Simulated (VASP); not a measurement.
All values below come from PW91 GGA, VASP's PBE PAW potentials (set 64) (plane waves; VASP).

Input for VASP

KPOINTS:
```
Automatic
0
G
8 8 8
0 0 0
```

POSCAR:
```
Rb
1
   -2.8250000000     2.8250000000     2.8250000000
    2.8250000000    -2.8250000000     2.8250000000
    2.8250000000     2.8250000000    -2.8250000000
Rb
1
Direct
  0.0000000000   0.0000000000   0.0000000000
```

**INCAR**
```
ISIF = 3   # ions, shape and volume
NELM = 100   # most electronic steps
LASPH = .TRUE.
EDIFFG = -0.01
GGA = 91   # PW91
LCHARG = .FALSE.
LREAL = .FALSE.   # projection in real space or not
ALGO = Normal   # blocked Davidson
ISMEAR = 1
LMAXMIX = 4   # l cut-off of mixed one-centre charges
LWAVE = .FALSE.
IBRION = 2   # conjugate gradients
ENCUT = 520
SIGMA = 0.1
PREC = Accurate
EDIFF = 1E-6
NSW = 60   # most ionic steps
SYSTEM = Rb
```

POTCAR, in this order: Rb_sv (PBE.64 set). Program: vasp_std.

Output of the run:

**OSZICAR**
```
       N       E                     dE             d eps       ncg     rms          rms(c)
DAV:   1     0.486228685545E+02    0.48623E+02   -0.33465E+03   464   0.823E+02
DAV:   2     0.145045499817E+01   -0.47172E+02   -0.47009E+02   520   0.142E+02
DAV:   3    -0.873178339448E+00   -0.23236E+01   -0.23234E+01   624   0.383E+01
DAV:   4    -0.930913282765E+00   -0.57735E-01   -0.57579E-01   768   0.497E+00
DAV:   5    -0.931435560282E+00   -0.52228E-03   -0.52223E-03   704   0.318E-01    0.103E+00
DAV:   6    -0.931438079405E+00   -0.25191E-05   -0.23472E-03   712   0.340E-01    0.614E-01
DAV:   7    -0.932313278802E+00   -0.87520E-03   -0.44276E-03   648   0.469E-01    0.505E-02
DAV:   8    -0.932518354206E+00   -0.20508E-03   -0.28659E-04   600   0.147E-01    0.163E-02
DAV:   9    -0.932535538626E+00   -0.17184E-04   -0.19206E-05   784   0.315E-02    0.504E-03
DAV:  10    -0.932536959460E+00   -0.14208E-05   -0.47689E-06   568   0.142E-02    0.989E-04
DAV:  11    -0.932537096700E+00   -0.13724E-06   -0.22485E-07   456   0.374E-03
   1 F= -.93253710E+00 E0= -.93204261E+00  d E =-.932537E+00
       N       E                     dE             d eps       ncg     rms          rms(c)
DAV:   1    -0.932886565859E+00   -0.34961E-03   -0.76596E-03   480   0.655E-01    0.814E-02
DAV:   2    -0.932649924233E+00    0.23664E-03   -0.57753E-04   512   0.200E-01    0.406E-02
DAV:   3    -0.932573292964E+00    0.76631E-04   -0.40967E-04   696   0.128E-01    0.845E-03
DAV:   4    -0.932573479816E+00   -0.18685E-06   -0.73277E-06   568   0.261E-02
   2 F= -.93257348E+00 E0= -.93207995E+00  d E =-.363831E-04
       N       E                     dE             d eps       ncg     rms          rms(c)
DAV:   1    -0.935045360994E+00   -0.24721E-02   -0.59190E-02   464   0.183E+00    0.226E-01
DAV:   2    -0.933213772416E+00    0.18316E-02   -0.44610E-03   464   0.558E-01    0.113E-01
DAV:   3    -0.932611930386E+00    0.60184E-03   -0.32138E-03   696   0.358E-01    0.240E-02
DAV:   4    -0.932617675937E+00   -0.57456E-05   -0.60260E-05   560   0.746E-02    0.133E-02
DAV:   5    -0.932625144434E+00   -0.74685E-05   -0.10530E-05   792   0.379E-02    0.727E-03
DAV:   6    -0.932624545939E+00    0.59850E-06   -0.92567E-07   336   0.960E-03
   3 F= -.93262455E+00 E0= -.93213335E+00  d E =-.874492E-04
```

OUTCAR:
```
------------------------ aborting loop because EDIFF is reached ----------------------------------------
  FORCE on cell =-STRESS in cart. coord.  units (eV):
  Direction    XX          YY          ZZ          XY          YZ          ZX
  --------------------------------------------------------------------------------------
  Total        0.0035006      0.0035006      0.0035006     -0.0000000      0.0000000     -0.0000000
  in kB        0.0616225      0.0616225      0.0616225     -0.0000000      0.0000000     -0.0000000
  external PRESSURE =       0.0616225 kB  Pullay stress =       0.0000000 kB
  volume of cell :       91.02
      direct lattice vectors                 reciprocal lattice vectors
    -2.833681530  2.833681530  2.833681530     0.000000000  0.176448904  0.176448904
     2.833681530 -2.833681530  2.833681530     0.176448904  0.000000000  0.176448904
     2.833681530  2.833681530 -2.833681530     0.176448904  0.176448904  0.000000000
 POSITION                                       TOTAL-FORCE (eV/Angst)
 -----------------------------------------------------------------------------------
      0.00000      0.00000      0.00000        -0.000000     -0.000000     -0.000000
 -----------------------------------------------------------------------------------
    total drift:                               -0.000000      0.000000      0.000000
  FREE ENERGIE OF THE ION-ELECTRON SYSTEM (eV)
  ---------------------------------------------------
  free  energy   TOTEN  =        -0.9326245459 eV

  energy  without entropy=       -0.9311509616  energy(sigma->0) =       -0.93213335

 reached required accuracy - stopping structural energy minimisation
```
(Selected blocks of OUTCAR.)

CONTCAR:
```
Rb
   1.00000000000000
    -2.8336815295859936    2.8336815295859936    2.8336815295859936
     2.8336815295859936   -2.8336815295859936    2.8336815295859936
     2.8336815295859936    2.8336815295859936   -2.8336815295859936
  Rb
     1
Direct
     0.0000000000000000    0.0000000000000000    0.0000000000000000
```

The compound is Rb in the bcc structure. This run relaxes it. Symmetry was kept, so distortions that lower it aren't found.
